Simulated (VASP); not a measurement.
Given:

```
CELL_PARAMETERS angstrom
      0.00000     2.17460     2.17460
      2.17460     0.00000     2.17460
      2.17460     2.17460     0.00000
ATOMIC_POSITIONS crystal
  Al 0.00000 0.00000 0.00000
  N  0.75000 0.75000 0.75000
```

Level of theory: PBE GGA, VASP's PBE PAW potentials (set 64) (plane waves; VASP). Run with 400 eV cut-off, 9×9×9 Γ-centred mesh, Gaussian smearing of 0.010 eV, potentials Al N.

Task: Give the energies of bands 2 to 5 at the high-symmetry points, in eV from the valence-band maximum.

Result: 
| band | Γ | X | U | L | W |
|---|---|---|---|---|---|
| 2 | 0.00 | -4.96 | -4.30 | -5.92 | -3.81 |
| 3 | 0.00 | -1.80 | -3.69 | -0.49 | -3.49 |
| 4 | 0.00 | -1.80 | -1.39 | -0.49 | -2.74 |
| 5 | 4.29 | 3.31 | 5.18 | 7.48 | 6.07 |

The gap is indirect, 3.31 eV, from the valence maximum at Γ to the conduction minimum at X.

The structure comes from a computed database's AlN entry; how it stands against other phases isn't given here. The cell was not relaxed at this level.
